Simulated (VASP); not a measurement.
Energy against volume of SrO (rock salt). Method: r2SCAN+rVV10, VASP's PBE PAW potentials (set 64) (plane waves; VASP). Numerical set-up: 520 eV cut-off, 9×9×9 Γ-centred mesh, Gaussian smearing of 0.050 eV, potentials Sr_sv O.

```json
[
 {"V (Å³/atom)": "16.584", "E (eV/atom)": "-13.32354"},
 {"V (Å³/atom)": "17.097", "E (eV/atom)": "-13.32886"},
 {"V (Å³/atom)": "17.610", "E (eV/atom)": "-13.32488"},
 {"V (Å³/atom)": "18.122", "E (eV/atom)": "-13.31300"}
]
```

Fit these four points and predict the energy of the run at 16.071 Å³/atom.

A cubic in V^(−2/3), the third-order Birch-Murnaghan form, passes through the four points with V0 = 17.12 Å³/atom and B0 = 96 GPa, and gives -13.3073 eV/atom there. The run gave -13.3072 eV/atom, +0.1 meV/atom from the fit; all five points give B0 = 96 GPa.

The compound is SrO in the rock salt structure. It was relaxed first.
